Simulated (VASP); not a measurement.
# Energy against moment in LuCo3B2

Aim: the energy of LuCo3B2 as a function of its total moment. The start is a cell from a database of measured crystal structures.

Calculated with VASP 6.6.1; PBEsol, DFT+U (Co d 2 eV), spin-polarised from a ferromagnetic start; plane waves and PAW (Lu, Co, B), in the first sound run; inputs show where later runs differ.

## 1. Starting point

Symmetry: P6/mmm, No. 191, hexagonal system. Conventional cell: a = 4.959 Å, b = 4.959 Å, c = 3.035 Å, α = 90.00°, β = 90.00°, γ = 120.00°. Lu has 6 B at 2.86 Å and 12 Co at 2.91 Å and 2 Lu at 3.04 Å nearest. Co has 4 B at 2.09 Å and 4 Co at 2.48 Å and 4 Lu at 2.91 Å nearest. B has 6 Co at 2.09 Å and 3 Lu at 2.86 Å and 3 B at 2.86 Å nearest. Farther neighbours are not listed.

As a file:

```cif
data_structure
_symmetry_space_group_name_H-M 'P6/mmm'
_symmetry_Int_Tables_number 191
_cell_length_a 4.9590
_cell_length_b 4.9590
_cell_length_c 3.0350
_cell_angle_alpha 90.000
_cell_angle_beta 90.000
_cell_angle_gamma 120.000
_cell_volume 64.64
loop_
_atom_site_label
_atom_site_type_symbol
_atom_site_symmetry_multiplicity
_atom_site_Wyckoff_symbol
_atom_site_fract_x
_atom_site_fract_y
_atom_site_fract_z
_atom_site_occupancy
Lu1 Lu 1 a 0.00000 0.00000 0.00000 1
Co1 Co 3 g 0.00000 0.50000 0.50000 1
B1 B 2 c 0.66667 0.33333 0.00000 1
```

## 2. Free moment

The unconstrained run shows the moment that this start leads to, and gives an energy to count from.

INCAR

```
SYSTEM = LuCo3B2
PREC = Accurate
ENCUT = 390
EDIFF = 1E-06
NELM = 150
ISMEAR = 1
SIGMA = 0.1
LREAL = .FALSE.
ALGO = Normal
GGA = PS
NBANDS = 40
ISPIN = 2
MAGMOM = 0 2 2 2 0 0
LDAU = .TRUE.
LDAUTYPE = 2
LDAUL = -1 2 -1
LDAUU = 0 2 0
LDAUJ = 0 0 0
LDAUPRINT = 1
LASPH = .TRUE.
LMAXMIX = 4
LORBIT = 11
LWAVE = .FALSE.
LCHARG = .FALSE.
KPAR = 2
AMIX = 0.2
BMIX = 1E-04
AMIX_MAG = 0.8
BMIX_MAG = 1E-04
NEDOS = 1500
```

POSCAR

```
LuCo3B2
1.0
    4.9590000000      0.0000000000      0.0000000000
   -2.4795000000      4.2946199774      0.0000000000
    0.0000000000      0.0000000000      3.0350000000
Lu Co B
1 3 2
Direct
    0.0000000000      0.0000000000      0.0000000000
    0.0000000000      0.5000000000      0.5000000000
    0.5000000000      0.5000000000      0.5000000000
    0.5000000000      0.0000000000      0.5000000000
    0.6666666667      0.3333333333      0.0000000000
    0.3333333333      0.6666666667      0.0000000000
```

KPOINTS

```
Automatic mesh
0
Gamma
6 6 8
0 0 0
```

The projector-augmented-wave data sets are Lu, Co and B (PBE family, release 64).

Command:

```sh
$ mpirun -np 2 vasp_std
```

The program printed:

```text
[banner, memory and clock lines left out]
running    2 mpi-ranks, on    1 nodes
 distrk:  each k-point on    1 cores,    2 groups
 distr:  one band on    1 cores,    1 groups

 POSCAR found type information on POSCAR LuCoB
 POSCAR found :  3 types and       6 ions
|                                                                             |
|               ----> ADVICE to this user running VASP <----                  |
|                                                                             |
|     You enforced a specific xc type in the INCAR file but a different       |
|     [... a line on the potential file left out ...]
|     I HOPE YOU KNOW WHAT YOU ARE DOING!                                     |
|                                                                             |

 LDA part: xc-table for (Slater+PW92), standard interpolation
 POSCAR, INCAR and KPOINTS ok, starting setup
 FFT: planning ... GRIDC
 FFT: planning ... GRID_SOFT
 FFT: planning ... GRID
 WAVECAR not read
 entering main loop
       N       E                     dE             d eps       ncg     rms          rms(c)
DAV:   1     0.329458110329E+03    0.32946E+03   -0.19251E+04  7680   0.339E+03
DAV:   2    -0.245286592859E+01   -0.33191E+03   -0.30958E+03  6136   0.490E+02
DAV:   3    -0.452568064046E+02   -0.42804E+02   -0.40885E+02  6304   0.140E+02
DAV:   4    -0.479003558930E+02   -0.26435E+01   -0.26243E+01  7576   0.358E+01
DAV:   5    -0.480185678316E+02   -0.11821E+00   -0.11810E+00  8512   0.614E+00    0.311E+01
DAV:   6    -0.425596570924E+02    0.54589E+01   -0.40323E+01  7888   0.104E+02    0.183E+01
DAV:   7    -0.400208502203E+02    0.25388E+01   -0.90140E+00  8704   0.864E+01    0.823E+00
DAV:   8    -0.401648047152E+02   -0.14395E+00   -0.14695E+00  9240   0.261E+01    0.460E+00
DAV:   9    -0.401655823266E+02   -0.77761E-03   -0.40536E-01  7872   0.632E+00    0.195E+00
DAV:  10    -0.401696096793E+02   -0.40274E-02   -0.14522E-01  8880   0.565E+00    0.733E-01
DAV:  11    -0.401747699867E+02   -0.51603E-02   -0.28624E-02  6720   0.124E+00    0.409E-01
DAV:  12    -0.401771145373E+02   -0.23446E-02   -0.36232E-03  9056   0.639E-01    0.264E-01
DAV:  13    -0.401784055570E+02   -0.12910E-02   -0.35003E-03  7928   0.505E-01    0.145E-01
DAV:  14    -0.401788204439E+02   -0.41489E-03   -0.61597E-04  7128   0.229E-01    0.958E-02
DAV:  15    -0.401790745205E+02   -0.25408E-03   -0.47840E-04  9616   0.192E-01    0.624E-02
DAV:  16    -0.401792196823E+02   -0.14516E-03   -0.36948E-04  9328   0.157E-01    0.539E-02
DAV:  17    -0.401793738675E+02   -0.15419E-03   -0.33323E-04  9656   0.149E-01    0.578E-02
DAV:  18    -0.401791810891E+02    0.19278E-03   -0.42068E-04  8824   0.201E-01    0.527E-02
DAV:  19    -0.401792601533E+02   -0.79064E-04   -0.61361E-05  7968   0.806E-02    0.537E-02
DAV:  20    -0.401782804430E+02    0.97971E-03   -0.81488E-03  9360   0.775E-01    0.107E-01
DAV:  21    -0.401794287802E+02   -0.11483E-02   -0.12822E-02  9160   0.103E+00    0.770E-02
DAV:  22    -0.401801200489E+02   -0.69127E-03   -0.24198E-03  8768   0.399E-01    0.117E-01
DAV:  23    -0.401792374048E+02    0.88264E-03   -0.41393E-03  9016   0.616E-01    0.684E-02
DAV:  24    -0.401784173847E+02    0.82002E-03   -0.76904E-03  9504   0.706E-01    0.961E-02
DAV:  25    -0.401766510745E+02    0.17663E-02   -0.58138E-03  9872   0.673E-01    0.238E-01
DAV:  26    -0.401770607976E+02   -0.40972E-03   -0.46239E-04  6936   0.167E-01    0.214E-01
DAV:  27    -0.401770844030E+02   -0.23605E-04   -0.16944E-05  6784   0.268E-02    0.213E-01
DAV:  28    -0.401770572562E+02    0.27147E-04   -0.92672E-07  3352   0.965E-03    0.215E-01
DAV:  29    -0.401778576782E+02   -0.80042E-03   -0.72465E-04  9088   0.263E-01    0.149E-01
DAV:  30    -0.401785321060E+02   -0.67443E-03   -0.14696E-03  9512   0.348E-01    0.875E-02
[...]
DAV:  52    -0.401793934477E+02    0.52808E-04   -0.20681E-05  5256   0.452E-02    0.688E-02
DAV:  53    -0.401793895443E+02    0.39035E-05   -0.18350E-06  4176   0.757E-03    0.679E-02
DAV:  54    -0.401793394511E+02    0.50093E-04   -0.21573E-05  6056   0.429E-02    0.654E-02
DAV:  55    -0.401792836766E+02    0.55775E-04   -0.35955E-05  8040   0.511E-02    0.620E-02
DAV:  56    -0.401791958597E+02    0.87817E-04   -0.89975E-05  8840   0.840E-02    0.587E-02
DAV:  57    -0.401791115444E+02    0.84315E-04   -0.99397E-05  8952   0.862E-02    0.566E-02
DAV:  58    -0.401790202176E+02    0.91327E-04   -0.11418E-04  9224   0.941E-02    0.568E-02
DAV:  59    -0.401790268059E+02   -0.65883E-05   -0.11351E-05  5768   0.236E-02    0.559E-02
DAV:  60    -0.401790284350E+02   -0.16291E-05   -0.17901E-07  2856   0.251E-03    0.557E-02
DAV:  61    -0.401790090220E+02    0.19413E-04   -0.43157E-06  3264   0.211E-02    0.565E-02
DAV:  62    -0.401789656434E+02    0.43379E-04   -0.24781E-05  6824   0.440E-02    0.581E-02
DAV:  63    -0.401789658999E+02   -0.25647E-06   -0.26370E-06  4920   0.102E-02
   1 F= -.40178966E+02 E0= -.40178801E+02  d E =-.494832E-03  mag=     0.8060
```

The job ended after 3.8 min (2 MPI ranks of Intel Xeon Platinum 8259CL at 2.50GHz (Skylake/Cascade Lake), shared host; peak memory 0.47 GiB).

Lines that name or quote the potential files are left out of all logs, and their timing lines are given in words.

(Continued in part 2 of 5.)

[Lines on the potential files, build, host, timing and source positions are cut from VASP's logs without a mark.]

[Logs are printed without paths, hosts, clocks, repeated set-up lines and the standing remarks that a program may print on its own settings, such as how far it seeks lower states.]

[Hosts, paths, dates, database ids (printed as entryN), source tags and the programs' standing remarks are cut or masked in the printed files.]

[In band tables of VASP the shares of atoms and orbitals are scaled to a sum of 1 inside the atoms' spheres.]

[Runs that stopped without an error message from VASP are left out.]
